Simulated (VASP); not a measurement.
OSZICAR of a VASP run on KBr (rock salt):

OSZICAR:
```
       N       E                     dE             d eps       ncg     rms          rms(c)
DAV:   1     0.816404278035E+02    0.81640E+02   -0.68555E+03   720   0.112E+03
DAV:   2    -0.202543433044E+02   -0.10189E+03   -0.94921E+02   884   0.267E+02
DAV:   3    -0.267200731478E+02   -0.64657E+01   -0.64320E+01   928   0.628E+01
DAV:   4    -0.270095660400E+02   -0.28949E+00   -0.28903E+00  1272   0.113E+01
DAV:   5    -0.270108647869E+02   -0.12987E-02   -0.12987E-02   924   0.901E-01    0.289E+00
DAV:   6    -0.236897382511E+02    0.33211E+01   -0.14100E+00  1152   0.121E+01    0.194E+00
DAV:   7    -0.230215442231E+02    0.66819E+00   -0.36799E-01  1356   0.615E+00    0.601E-01
DAV:   8    -0.237870283224E+02   -0.76548E+00   -0.36371E-01   776   0.544E+00    0.570E-01
DAV:   9    -0.231879209548E+02    0.59911E+00   -0.19182E-01   744   0.474E+00    0.381E-01
DAV:  10    -0.232289883101E+02   -0.41067E-01   -0.36191E-02   816   0.246E+00    0.199E-01
DAV:  11    -0.232384525413E+02   -0.94642E-02   -0.27786E-02   740   0.182E+00    0.103E-01
DAV:  12    -0.232433943132E+02   -0.49418E-02   -0.43357E-03   792   0.726E-01    0.918E-02
DAV:  13    -0.232450730648E+02   -0.16788E-02   -0.92473E-04   876   0.410E-01    0.245E-02
DAV:  14    -0.232449733662E+02    0.99699E-04   -0.51741E-05   916   0.922E-02    0.138E-02
DAV:  15    -0.232449766794E+02   -0.33132E-05   -0.21091E-06  1136   0.125E-02    0.150E-02
DAV:  16    -0.232450019135E+02   -0.25234E-04   -0.48215E-06   828   0.283E-02    0.120E-02
DAV:  17    -0.232450996410E+02   -0.97727E-04   -0.57575E-05   780   0.902E-02    0.618E-03
DAV:  18    -0.232450983181E+02    0.13229E-05   -0.19104E-06  1088   0.158E-02    0.441E-03
DAV:  19    -0.232450991947E+02   -0.87661E-06   -0.13718E-07   624   0.501E-03    0.356E-03
DAV:  20    -0.232451005302E+02   -0.13355E-05   -0.43015E-07   848   0.831E-03    0.122E-03
DAV:  21    -0.232451007969E+02   -0.26671E-06   -0.76152E-08   624   0.345E-03    0.911E-04
DAV:  22    -0.232451006404E+02    0.15656E-06   -0.30518E-08   544   0.181E-03    0.705E-04
DAV:  23    -0.232451007251E+02   -0.84706E-07   -0.39962E-08   576   0.264E-03
   1 F= -.23245101E+02 E0= -.23245101E+02  d E =-.514725E-21
```

Problem. Which electronic solver shows in the log?

Solution. It is blocked Davidson (ALGO = Normal, or the opening steps of other solvers). The INCAR had ALGO = Normal.

Problem. Can the final energy be trusted as converged?

Solution. Self-consistency was reached. It stopped with EDIFF = 1E-7, NELM = 100 (r2SCAN meta-GGA, plane waves, VASP's PBE PAW potentials (set 64)).

The compound is KBr in the rock salt structure. This cell was strained or had an atom moved on purpose.
